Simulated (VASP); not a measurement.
Method: PBE GGA with D3 dispersion (zero damping), VASP's PBE PAW potentials (set 64) (plane waves; VASP 6.6.1).

VASP input:

**POSCAR**
```
InAs
1
    0.0000000000     3.0300000000     3.0300000000
    3.0300000000     0.0000000000     3.0300000000
    3.0300000000     3.0300000000     0.0000000000
In As
1 1
Direct
  0.0000000000   0.0000000000   0.0000000000
  0.2500000000   0.2500000000   0.2500000000
```

File KPOINTS:
```
kpoints
0
gamma
 7 7 7
0 0 0
```

**INCAR**
```
# general
SYSTEM =InAs
PREC   =Accurate
ENCUT  =520
LREAL  =.FALSE.
LASPH  =.TRUE.

# electronic loop
EDIFF  =1E-6
NELM   =100
ALGO   =Normal
LMAXMIX=4

# smearing
ISMEAR =0
SIGMA  =0.05

# functional
GGA    =PE
IVDW   =11

# ions
IBRION =2
NSW    =60
ISIF   =3
EDIFFG =-0.01

# output
LWAVE  =.FALSE.
LCHARG =.FALSE.
```

POTCAR, in this order: In_d As (PBE.64 set). Program: vasp_std.

The resulting files:

File OSZICAR:
```
       N       E                     dE             d eps       ncg     rms          rms(c)
DAV:   1     0.116815005161E+03    0.11682E+03   -0.86376E+03   520   0.150E+03
DAV:   2     0.700534108935E+00   -0.11611E+03   -0.11264E+03   525   0.331E+02
DAV:   3    -0.772385009300E+01   -0.84244E+01   -0.83625E+01   695   0.928E+01
DAV:   4    -0.794088104981E+01   -0.21703E+00   -0.21691E+00   600   0.167E+01
DAV:   5    -0.794910012952E+01   -0.82191E-02   -0.82189E-02   764   0.285E+00    0.448E+00
DAV:   6    -0.769548874594E+01    0.25361E+00   -0.45796E-01   770   0.127E+01    0.254E+00
DAV:   7    -0.767161532554E+01    0.23873E-01   -0.14373E-01   751   0.369E+00    0.720E-01
DAV:   8    -0.767251519830E+01   -0.89987E-03   -0.13478E-02   623   0.169E+00    0.210E-01
DAV:   9    -0.767319833335E+01   -0.68314E-03   -0.13146E-03   610   0.439E-01    0.121E-01
DAV:  10    -0.767330671219E+01   -0.10838E-03   -0.17390E-04   738   0.185E-01    0.828E-02
DAV:  11    -0.767334699788E+01   -0.40286E-04   -0.13274E-04   560   0.129E-01    0.625E-02
DAV:  12    -0.767334930831E+01   -0.23104E-05   -0.94412E-06   560   0.262E-02    0.167E-02
DAV:  13    -0.767334952149E+01   -0.21318E-06   -0.19872E-06   609   0.952E-03
   1 F= -.81171721E+01 E0= -.81170596E+01  d E =-.811717E+01
       N       E                     dE             d eps       ncg     rms          rms(c)
DAV:   1    -0.819047055888E+01   -0.51712E+00   -0.13177E+01   655   0.829E+01    0.418E+00
DAV:   2    -0.778994263871E+01    0.40053E+00   -0.80593E-01   625   0.210E+01    0.166E+00
DAV:   3    -0.771294469490E+01    0.76998E-01   -0.26269E-01   685   0.112E+01    0.798E-01
DAV:   4    -0.771265360082E+01    0.29109E-03   -0.10336E-02   555   0.115E+00    0.574E-01
DAV:   5    -0.771133068894E+01    0.13229E-02   -0.93516E-04   624   0.331E-01    0.291E-01
DAV:   6    -0.771110790916E+01    0.22278E-03   -0.50578E-04   711   0.253E-01    0.338E-02
DAV:   7    -0.771110685732E+01    0.10518E-05   -0.42826E-05   646   0.116E-01    0.146E-02
DAV:   8    -0.771110889487E+01   -0.20375E-05   -0.12398E-05   635   0.661E-02    0.226E-03
DAV:   9    -0.771110883948E+01    0.55394E-07   -0.45356E-07   340   0.968E-03
   2 F= -.81295146E+01 E0= -.81294021E+01  d E =-.123425E-01
       N       E                     dE             d eps       ncg     rms          rms(c)
DAV:   1    -0.775036543382E+01   -0.39257E-01   -0.11093E+00   655   0.220E+01    0.136E+00
DAV:   2    -0.771251700340E+01    0.37848E-01   -0.82960E-02   625   0.732E+00    0.478E-01
DAV:   3    -0.770631235336E+01    0.62047E-02   -0.19176E-02   685   0.310E+00    0.276E-01
DAV:   4    -0.770627195996E+01    0.40393E-04   -0.73824E-04   540   0.281E-01    0.195E-01
DAV:   5    -0.770619514655E+01    0.76813E-04   -0.98502E-05   633   0.104E-01    0.739E-02
DAV:   6    -0.770620230288E+01   -0.71563E-05   -0.39503E-05   782   0.782E-02    0.182E-02
DAV:   7    -0.770619833947E+01    0.39634E-05   -0.48226E-06   620   0.371E-02    0.254E-03
DAV:   8    -0.770619840602E+01   -0.66543E-07   -0.44802E-07   285   0.151E-02
   3 F= -.81320128E+01 E0= -.81319003E+01  d E =-.148407E-01
```

### OUTCAR
```
------------------------ aborting loop because EDIFF is reached ----------------------------------------
 Edisp (eV)   -0.42581
  FORCE on cell =-STRESS in cart. coord.  units (eV):
  Direction    XX          YY          ZZ          XY          YZ          ZX
  --------------------------------------------------------------------------------------
  Total       0.00556     0.00556     0.00556     0.00000     0.00000     0.00000
  in kB       0.15405     0.15405     0.15405     0.00000     0.00000     0.00000
  external pressure =        0.15 kB  Pullay stress =        0.00 kB
  volume of cell :       57.85
      direct lattice vectors                 reciprocal lattice vectors
     0.000000000  3.069647001  3.069647001    -0.162885179  0.162885179  0.162885179
     3.069647001  0.000000000  3.069647001     0.162885179 -0.162885179  0.162885179
     3.069647001  3.069647001  0.000000000     0.162885179  0.162885179 -0.162885179
  FREE ENERGIE OF THE ION-ELECTRON SYSTEM (eV)
  ---------------------------------------------------
  free  energy   TOTEN  =        -8.1320127770 eV

  energy  without entropy=       -8.1317879048  energy(sigma->0) =       -8.13190034

 reached required accuracy - stopping structural energy minimisation
```
(Selected blocks of OUTCAR.)

File CONTCAR:
```
InAs
   1.00000000000000
     0.0000000000000000    3.0696470007671119    3.0696470007671119
     3.0696470007671119    0.0000000000000000    3.0696470007671119
     3.0696470007671119    3.0696470007671119    0.0000000000000000
  In              As
     1     1
Direct
     0.0000000000000000    0.0000000000000000    0.0000000000000000
     0.2500000000000000    0.2500000000000000    0.2500000000000000
```

Energy and stress use the plane-wave basis of the starting cell.

The compound is InAs in the zinc blende structure. This run relaxes it. Symmetry was kept, so distortions that lower it aren't found.
